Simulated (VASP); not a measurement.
PbTe (rock salt): the bulk modulus from VASP (plane waves, PAW) at several levels of theory. Static lattice, third-order Birch-Murnaghan fit over five volumes. The measured value holds thermal and zero-point effects that the static calculation lacks.

```tsv
level	bulk modulus (GPa)	error against measurement
RPBE	33.9	-14.9 %
AM05	41.9	+5.2 %
PBE-D3(BJ)	41.2	+3.5 %
optB88-vdW	40.8	+2.4 %
rev-vdW-DF2	41.5	+4.2 %
revTPSS	41.1	+3.3 %
SCAN	41.5	+4.2 %
r2SCAN+rVV10	44.4	+11.6 %
```

Measured: 39.8 GPa at 300 K (as given by Kerstin Hummer et al., Physical Review B (2007), doi:10.1103/physrevb.75.195211).

The cell of the RPBE run:

PbTe is taken in the cubic space group Fm-3m (No. 225), the rock salt structure, Pearson symbol cF8. Lattice parameters: a = 6.6540 Å, b = 6.6540 Å, c = 6.6540 Å, α = 90.00°, β = 90.00°, γ = 90.00°. Te on 4b is surrounded by 6 Pb at 3.327 Å (octahedral). Pb on 4a has 6 Te at 3.327 Å (octahedral). (Neighbours: up to the widest gap in distance over summed covalent radii, below 1.35, at either atom; cation-cation and far metal-metal contacts left out.)
(The calculation used a cell of 2 atoms; values per cell refer to that cell.)

Only levels that ran to the end are used. Left out are those held back, those with too coarse a band path, GW runs whose mesh misses a band edge, hybrids' fits of cells that aren't cubic and levels without matching references; a question may draw on a part of the rest.

The compound is PbTe in the rock salt structure.
